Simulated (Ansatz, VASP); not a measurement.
**BiPb3C: VASP beside Ansatz**

INCAR

```
SYSTEM = BiPb3C
PREC = Accurate ; ENCUT = 520
EDIFF = 1E-6 ; ISMEAR = 0
SIGMA = 0.1 ; LREAL = .False.
LASPH = .True. ; NELM = 80
ALGO = Normal ; ISIF = 2
LWAVE = .False. ; LCHARG = .False.
GGA = PE ; NBANDS = 38
```

The input KPOINTS:

```
regular mesh
0
Gamma
  4 4 4
  0 0 0
```

The input POSCAR:

```
BiPb3C
1.0
    5.2153894800      0.0000000000      0.0000000000
    0.0000000000      5.2153894800      0.0000000000
    0.0000000000      0.0000000000      5.2153894800
Bi Pb C
1 3 1
Direct
    0.0000000000      0.0000000000      0.0000000000
    0.5000000000      0.0000000000      0.5000000000
    0.0000000000      0.5000000000      0.5000000000
    0.5000000000      0.5000000000      0.0000000000
    0.5000000000      0.5000000000      0.5000000000
```

Input for Ansatz:

```yaml
crystal:
  lattice:
    - [5.21538948, 0.0, 0.0]
    - [0.0, 5.21538948, 0.0]
    - [0.0, 0.0, 5.21538948]
  atoms:
    - { symbol: Bi, position: [0.0, 0.0, 0.0] }
    - { symbol: Pb, position: [0.5, 0.0, 0.5] }
    - { symbol: Pb, position: [0.0, 0.5, 0.5] }
    - { symbol: Pb, position: [0.5, 0.5, 0.0] }
    - { symbol: C, position: [0.5, 0.5, 0.5] }
basis:
  ecutwfc: 420
kpoints:
  mp_grid: { grid: [4, 4, 4] }
hamiltonian:
  xc: pbe
scf:
  occupations: { method: gaussian, width: 0.1 }
  lower_state_search: "off"
output:
  forces: true
  stress: true
  eigenvalues: true
```

Change from the starting cell: species swapped into the YbBPd3 type (Pm-3m, No. 221).

Alike in both runs: task single point; functional PBE; k mesh 4 × 4 × 4; occupations gaussian, width 0.1 eV; no spin polarisation.

|  | VASP | Ansatz |
| --- | --- | --- |
| version | VASP 6.6.1 | Ansatz 0.2.0 |
| potentials or method | VASP PAW PBE potentials, release 64 (Bi_d, Pb_d, C) | scalar-relativistic, plane waves, PAW |
| plane-wave cutoff (eV) | 520 | 420 |
| valence electrons in the cell | 61 | 61 |

|  | VASP | Ansatz | Ansatz less VASP |
| --- | --- | --- | --- |
| gap on the k mesh at the Fermi level (eV) | none | none | - |
| pressure (GPa) | -2.4 | -2.4 | +0.04 |

A gap of «none» marks a metal or a gap that the smearing closes. With one functional, cell and mesh, what is left measures potentials, basis and numerics.

Caveats: spin-orbit coupling is left out, which moves the levels of the heavy elements.
